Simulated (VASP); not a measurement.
Cost and result of VASP (PAW) for the lattice constant a of CeO2 (fluorite). Static lattice. The cost counts the five points of the equation of state, each on the mesh and cut-off of its row, so the ratios hold those differences too. With PBEsol it took about 90 core-seconds. The timings are rough (shared machines, no repeats); factors under 2 mean little.

Measured: 5.391 Å at 0 K (as given by Stimac et al., (2024), arXiv:2411.06536; extrapolated to 0 K).

```csv
level,k-mesh,cut-off (eV),lattice constant a (Å),error (%),cost over PBEsol
PBEsol,7×7×7,520,5.401,+0.2,reference
LDA,7×7×7,520,5.365,-0.5,within a factor of 2
r2SCAN,7×7×7,520,5.439,+0.9,about 4 times
SCAN,7×7×7,520,5.425,+0.6,about 5 times
```

Within 1 % of the measurement lie PBEsol, LDA, r2SCAN, SCAN; PBEsol, LDA stand at the low end of their costs.

Left out are levels that failed, ran on another kind of processor or have no fit band path; at most nine are shown.

The compound is CeO2 in the fluorite structure.
